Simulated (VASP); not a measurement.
# Na5CoSO2: a series over U

Aim: follow the moments and the gap of Na5CoSO2 as U grows. The start is a cell from a database of measured crystal structures.

Program: VASP 6.6.1. Level of theory: PBEsol, spin-polarised from a ferromagnetic start (one magnetic atom a cell); plane waves and PAW (Co, S, Na, O), in the first sound run; inputs show where later runs differ. Results are calculated unless marked as measured.

### 1. The starting structure

It takes space group P4/mmm (No. 123, tetragonal). The conventional cell has a = 4.598 Å, b = 4.598 Å, c = 8.056 Å, α = 90.00°, β = 90.00°, γ = 90.00°. Nearest to Co lie 2 O at 1.76 Å. S has 12 Na at 3.03 to 3.25 Å nearest. Nearest to Na lie 2 O at 2.32 Å and 2 S at 3.03 Å and 2 Na at 3.03 Å. Na has 2 O at 2.27 Å and 8 Na at 3.03 Å and 4 S at 3.25 Å nearest. O has 1 Co at 1.76 Å and 5 Na at 2.27 to 2.32 Å nearest. Farther neighbours and most contacts between anions are not listed.

As a file:

```xyz
9
Lattice="4.5977 0.0000 0.0000 0.0000 4.5977 0.0000 0.0000 0.0000 8.0555" Properties=species:S:1:pos:R:3 pbc="T T T"
Co    0.0000    0.0000    0.0000
S     2.2988    2.2988    4.0278
Na    2.2988    0.0000    5.9949
Na    0.0000    2.2988    5.9949
Na    2.2988    0.0000    2.0606
Na    0.0000    2.2988    2.0606
Na    0.0000    0.0000    4.0278
O     0.0000    0.0000    6.2938
O     0.0000    0.0000    1.7617
```

### 2. Series over U, U 0, J 0

U penalises partly filled orbitals; repeating the run over U shows how far moments and gap depend on it.

INCAR reads:

```
SYSTEM = Na5CoSO2
PREC = Normal
ENCUT = 480
EDIFF = 1E-06
NELM = 150
ISMEAR = 0
SIGMA = 0.05
LREAL = .FALSE.
ALGO = Normal
GGA = PS
NBANDS = 23
ISPIN = 2
MAGMOM = 2 0 0 0 0 0 0 0 0
LMAXMIX = 4
LORBIT = 11
LWAVE = .FALSE.
LCHARG = .FALSE.
KPAR = 2
AMIX = 0.2
BMIX = 1E-04
AMIX_MAG = 0.8
BMIX_MAG = 1E-04
NEDOS = 1200
LASPH = .TRUE.
```

POSCAR reads:

```
Na5CoSO2
1.0
    4.5977000000      0.0000000000      0.0000000000
    0.0000000000      4.5977000000      0.0000000000
    0.0000000000      0.0000000000      8.0555000000
Co S Na O
1 1 5 2
Direct
    0.0000000000      0.0000000000      0.0000000000
    0.5000000000      0.5000000000      0.5000000000
    0.5000000000      0.0000000000      0.7442000000
    0.0000000000      0.5000000000      0.7442000000
    0.5000000000      0.0000000000      0.2558000000
    0.0000000000      0.5000000000      0.2558000000
    0.0000000000      0.0000000000      0.5000000000
    0.0000000000      0.0000000000      0.7813000000
    0.0000000000      0.0000000000      0.2187000000
```

KPOINTS reads:

```
Automatic mesh
0
Gamma
4 4 2
0 0 0
```

PAW data sets: Co, S, Na and O (PBE family, release 64).

Started as:

```
> mpirun -np 2 vasp_std
```

The log of the run:

```text
[banner, memory and clock lines left out]
running    2 mpi-ranks, on    1 nodes
 distrk:  each k-point on    1 cores,    2 groups
 distr:  one band on    1 cores,    1 groups

 POSCAR found type information on POSCAR CoS NaO
 POSCAR found :  4 types and       9 ions
|                                                                             |
|               ----> ADVICE to this user running VASP <----                  |
|                                                                             |
|     You enforced a specific xc type in the INCAR file but a different       |
|     [... a line on the potential file left out ...]
|     I HOPE YOU KNOW WHAT YOU ARE DOING!                                     |
|                                                                             |

 LDA part: xc-table for (Slater+PW92), standard interpolation
 POSCAR, INCAR and KPOINTS ok, starting setup
 FFT: planning ... GRIDC
 FFT: planning ... GRID_SOFT
 FFT: planning ... GRID
 WAVECAR not read
 entering main loop
       N       E                     dE             d eps       ncg     rms          rms(c)
DAV:   1     0.230554431020E+03    0.23055E+03   -0.11235E+04  1104   0.106E+03
DAV:   2     0.652442795002E+01   -0.22403E+03   -0.20769E+03  1209   0.259E+02
DAV:   3    -0.452304913212E+02   -0.51755E+02   -0.50713E+02  1695   0.120E+02
DAV:   4    -0.467749426036E+02   -0.15445E+01   -0.15400E+01  1328   0.223E+01
DAV:   5    -0.468148516727E+02   -0.39909E-01   -0.39900E-01  1541   0.390E+00    0.232E+01
DAV:   6    -0.420065642341E+02    0.48083E+01   -0.44636E+01  1560   0.600E+01    0.210E+01
DAV:   7    -0.400579386018E+02    0.19486E+01   -0.10782E+01  1630   0.464E+01    0.893E+00
DAV:   8    -0.396104309351E+02    0.44751E+00   -0.16335E+00  1487   0.813E+00    0.609E+00
DAV:   9    -0.394484869095E+02    0.16194E+00   -0.20347E-01  1704   0.509E+00    0.380E+00
DAV:  10    -0.393890498666E+02    0.59437E-01   -0.22854E-01  1390   0.361E+00    0.103E+00
DAV:  11    -0.393859049625E+02    0.31449E-02   -0.26242E-02  1659   0.170E+00    0.459E-01
DAV:  12    -0.393839866320E+02    0.19183E-02   -0.11550E-02  1338   0.500E-01    0.281E-01
DAV:  13    -0.393835656347E+02    0.42100E-03   -0.20142E-03  1497   0.330E-01    0.240E-01
DAV:  14    -0.393832886074E+02    0.27703E-03   -0.62274E-04  1360   0.230E-01    0.845E-02
DAV:  15    -0.393832820910E+02    0.65164E-05   -0.13460E-04  1478   0.104E-01    0.304E-02
DAV:  16    -0.393832781136E+02    0.39774E-05   -0.31783E-05  1629   0.455E-02    0.232E-02
DAV:  17    -0.393832777615E+02    0.35215E-06   -0.78958E-06  1434   0.150E-02
   1 F= -.39383278E+02 E0= -.39383278E+02  d E =-.154983E-11  mag=     2.0000
```

Elapsed: 51 s, on 2 MPI ranks of AMD EPYC 7R43, shared host; peak memory 0.46 GiB.

The logs omit lines about the potential files and the build; timing stands in the text.

OUTCAR, selected parts (step 2):

```text
ion  position               nearest neighbor table
   1  0.000  0.000  0.000-   8 1.76   9 1.76   5 3.09   6 3.09   3 3.09   4 3.09   4 3.09   6 3.09
                             3 3.09   5 3.09
   2  0.500  0.500  0.500-   3 3.03   4 3.03   5 3.03   6 3.03   3 3.03   5 3.03   4 3.03   6 3.03
                             7 3.25   7 3.25   7 3.25   7 3.25
   3  0.500  0.000  0.744-   8 2.32   8 2.32   2 3.03   2 3.03   7 3.03   7 3.03   1 3.09   1 3.09
                             4 3.25   4 3.25   4 3.25   4 3.25   5 3.93   5 4.12
   4  0.000  0.500  0.744-   8 2.32   8 2.32   2 3.03   7 3.03   7 3.03   2 3.03   1 3.09   1 3.09
                             3 3.25   3 3.25   3 3.25   3 3.25   6 3.93   6 4.12
   5  0.500  0.000  0.256-   9 2.32   9 2.32   2 3.03   2 3.03   7 3.03   7 3.03   1 3.09   1 3.09
                             6 3.25   6 3.25   6 3.25   6 3.25   3 3.93   3 4.12
   6  0.000  0.500  0.256-   9 2.32   9 2.32   2 3.03   7 3.03   7 3.03   2 3.03   1 3.09   1 3.09
                             5 3.25   5 3.25   5 3.25   5 3.25   4 3.93   4 4.12
   7  0.000  0.000  0.500-   8 2.27   9 2.27   5 3.03   6 3.03   3 3.03   4 3.03   4 3.03   6 3.03
                             3 3.03   5 3.03   2 3.25   2 3.25   2 3.25   2 3.25
   8  0.000  0.000  0.781-   1 1.76   7 2.27   4 2.32   3 2.32   4 2.32   3 2.32
   9  0.000  0.000  0.219-   1 1.76   7 2.27   6 2.32   5 2.32   6 2.32   5 2.32

  LATTYP: Found a simple tetragonal cell.
 ALAT       =     4.5977000000
 C/A-ratio  =     1.7520716880

 Subroutine GETGRP returns: Found 16 space group operations
 (whereof 16 operations were pure point group operations)

The static configuration has the point symmetry D_4h.

 Found     12 irreducible k-points:

   k-points           NKPTS =     12   k-points in BZ     NKDIM =     12   number of bands    NBANDS=     23

   dimension x,y,z NGX =    28 NGY =   28 NGZ =   48
   dimension x,y,z NGXF=    56 NGYF=   56 NGZF=   96

   ENCUT  =  480.0 eV  35.28 Ry    5.94 a.u.   8.21  8.21 14.39*2*pi/ulx,y,z

   NELECT =      32.0000    total number of electrons

 k-points in reciprocal lattice and weights: Automatic mesh
   0.00000000  0.00000000  0.00000000       0.031
   0.25000000  0.00000000  0.00000000       0.125
   0.50000000  0.00000000  0.00000000       0.062
   0.25000000  0.25000000  0.00000000       0.125
   0.50000000  0.25000000  0.00000000       0.125
   0.50000000  0.50000000  0.00000000       0.031
   0.00000000  0.00000000  0.50000000       0.031
   0.25000000  0.00000000  0.50000000       0.125
   0.50000000  0.00000000  0.50000000       0.062
   0.25000000  0.25000000  0.50000000       0.125
   0.50000000  0.25000000  0.50000000       0.125
   0.50000000  0.50000000  0.50000000       0.031

 average (electrostatic) potential at core
       1 -85.6760       2 -88.5062       3 -40.7959       4 -40.7959       5 -40.7959
       6 -40.7959       7 -41.1887       8 -72.8170       9 -72.8170

 E-fermi :   2.8034

 spin component 1
 k-point     1 :       0.0000    0.0000    0.0000
  band No.  band energies     occupation
    ...
     13       0.3707      1.00000
     14       1.1647      1.00000
     15       1.2122      1.00000
     16       1.2122      1.00000
     17       1.3374      1.00000
     18       3.1026      0.00000
     19       5.2128      0.00000
     20       6.0574      0.00000
     21       6.2085      0.00000
     22       7.9279      0.00000
    ...

 k-point     2 :       0.2500    0.0000    0.0000
  band No.  band energies     occupation
    ...
     13       0.3698      1.00000
     14       1.2160      1.00000
     15       1.2256      1.00000
     16       1.2291      1.00000
     17       1.3119      1.00000
     18       3.6345      0.00000
     19       5.1234      0.00000
     20       6.2081      0.00000
     21       6.3503      0.00000
     22       7.3694      0.00000
    ...

 k-point     3 :       0.5000    0.0000    0.0000
  band No.  band energies     occupation
    ...
     13       0.5681      1.00000
     14       1.2198      1.00000
     15       1.2561      1.00000
     16       1.2872      1.00000
     17       1.3414      1.00000
     18       3.6078      0.00000
     19       5.5272      0.00000
     20       5.5306      0.00000
     21       6.3068      0.00000
     22       7.5420      0.00000
    ...

 k-point     4 :       0.2500    0.2500    0.0000
  band No.  band energies     occupation
    ...
     13       0.5496      1.00000
     14       1.1466      1.00000
     15       1.2383      1.00000
     16       1.2666      1.00000
     17       1.2671      1.00000
     18       3.8412      0.00000
     19       5.8814      0.00000
     20       5.9392      0.00000
     21       6.5123      0.00000
     22       6.8360      0.00000
    ...

 k-point     5 :       0.5000    0.2500    0.0000
  band No.  band energies     occupation
    ...
     13       0.8376      1.00000
     14       1.1479      1.00000
     15       1.1778      1.00000
     16       1.2184      1.00000
     17       1.3500      1.00000
     18       3.9659      0.00000
     19       5.1340      0.00000
     20       6.3861      0.00000
     21       6.5592      0.00000
     22       6.7858      0.00000
    ...

 k-point     6 :       0.5000    0.5000    0.0000
  band No.  band energies     occupation
    ...
     13       1.0841      1.00000
     14       1.0841      1.00000
     15       1.0848      1.00000
     16       1.1523      1.00000
     17       1.3810      1.00000
     18       4.8734      0.00000
     19       5.1048      0.00000
     20       5.1048      0.00000
     21       5.2626      0.00000
     22       7.4112      0.00000
    ...

  Total       -1.6851837     -1.6851837     -3.8607646      0.0000000      0.0000000      0.0000000
  in kB      -15.8556512    -15.8556512    -36.3253783      0.0000000      0.0000000      0.0000000
  external PRESSURE =     -22.6788935 kB  Pullay stress =       0.0000000 kB

  energy-cutoff  :      480.00
  volume of cell :      170.28
      direct lattice vectors                 reciprocal lattice vectors
     4.597700000  0.000000000  0.000000000     0.217500054  0.000000000  0.000000000
     0.000000000  4.597700000  0.000000000     0.000000000  0.217500054  0.000000000
     0.000000000  0.000000000  8.055500000     0.000000000  0.000000000  0.124138787

 POSITION                                       TOTAL-FORCE (eV/Angst)
 -----------------------------------------------------------------------------------
      0.00000      0.00000      0.00000        -0.000000     -0.000000      0.000000
      2.29885      2.29885      4.02775        -0.000000     -0.000000      0.000000
      2.29885      0.00000      5.99490        -0.000000     -0.000000      0.158254
      0.00000      2.29885      5.99490        -0.000000     -0.000000      0.158254
      2.29885      0.00000      2.06060         0.000000     -0.000000     -0.158254
      0.00000      2.29885      2.06060        -0.000000      0.000000     -0.158254
      0.00000      0.00000      4.02775        -0.000000     -0.000000      0.000000
      0.00000      0.00000      6.29376        -0.000000      0.000000      0.351196
      0.00000      0.00000      1.76174         0.000000      0.000000     -0.351196
 -----------------------------------------------------------------------------------
    total drift:                               -0.000000      0.000000      0.000000

  FREE ENERGIE OF THE ION-ELECTRON SYSTEM (eV)
  ---------------------------------------------------
  free  energy   TOTEN  =       -39.3832777615 eV

  energy  without entropy=      -39.3832777615  energy(sigma->0) =      -39.38327776

 total charge
# of ion       s       p       d       tot
------------------------------------------
    1        0.524   0.466   7.277   8.267
    2        1.307   2.369   0.000   3.676
    3        0.063   0.047   0.000   0.110
    4        0.063   0.047   0.000   0.110
    5        0.063   0.047   0.000   0.110
    6        0.063   0.047   0.000   0.110
    7        0.062   0.048   0.000   0.110
    8        1.556   3.430   0.000   4.985
    9        1.556   3.430   0.000   4.985
--------------------------------------------------
tot          5.256   9.932   7.277  22.465

 magnetization (x)
# of ion       s       p       d       tot
------------------------------------------
    1        0.006   0.001   1.769   1.776
    2        0.000   0.001   0.000   0.002
    3       -0.001  -0.000   0.000  -0.001
    4       -0.001  -0.000   0.000  -0.001
    5       -0.001  -0.000   0.000  -0.001
    6       -0.001  -0.000   0.000  -0.001
    7       -0.000   0.000   0.000  -0.000
    8        0.001   0.140   0.000   0.141
    9        0.001   0.140   0.000   0.141
--------------------------------------------------
tot          0.004   0.281   1.769   2.054

[... 6 further parts left out ...]
```

The cell holds one magnetic atom, so no antiferromagnetic order fits into it. The gap is read on the k-mesh alone, so it is an upper bound where the band edges lie off the mesh. The PAW data sets were made with PBE, which is usual practice but a small mismatch for other functionals. The data set Na keeps the semicore shell frozen, which is cheaper and a little less accurate.

A gap read on the k-mesh alone can miss the band edges.

Numbers from this step:

```
electronic cycles                                 : 17
electrons                                         : 32
free energy (TOTEN)                               : -39.38 eV
Fermi energy                                      : 2.803 eV
moment of the cell, from the last line of the log : 2 μB
labelled metallic, from the levels on this mesh   : no
gap on the k-mesh                                 : 0.5237 eV
least direct gap on the k-mesh                    : 0.5517 eV
```

Spin moment in the PAW sphere by atom:

```csv
atom,spin moment in the PAW sphere (μB)
Co1,1.78
S2,0.00
Na3,0.00
Na4,0.00
Na5,0.00
Na6,0.00
Na7,0.00
O8,0.14
O9,0.14
```

Force by atom:

```csv
atom,x (eV/Å),y (eV/Å),z (eV/Å),size
Co1,0.000,0.000,0.000,0.000
S2,0.000,0.000,0.000,0.000
Na3,0.000,0.000,0.158,0.158
Na4,0.000,0.000,0.158,0.158
Na5,0.000,0.000,-0.158,0.158
Na6,0.000,0.000,-0.158,0.158
Na7,0.000,0.000,0.000,0.000
O8,0.000,0.000,0.351,0.351
O9,0.000,0.000,-0.351,0.351
```

Energy at zero smearing: -39.38328 eV.

[end of part 1 of 3]

[Lines on the potential files, build, host, timing and source positions are cut from VASP's logs without a mark.]

[Logs are printed without paths, hosts, clocks, repeated set-up lines and the standing remarks that a program may print on its own settings, such as how far it seeks lower states.]

[Hosts, paths, dates, database ids (printed as entryN), source tags and the programs' standing remarks are cut or masked in the printed files.]

[In band tables of VASP the shares of atoms and orbitals are scaled to a sum of 1 inside the atoms' spheres.]

[Runs that stopped without an error message from VASP are left out.]
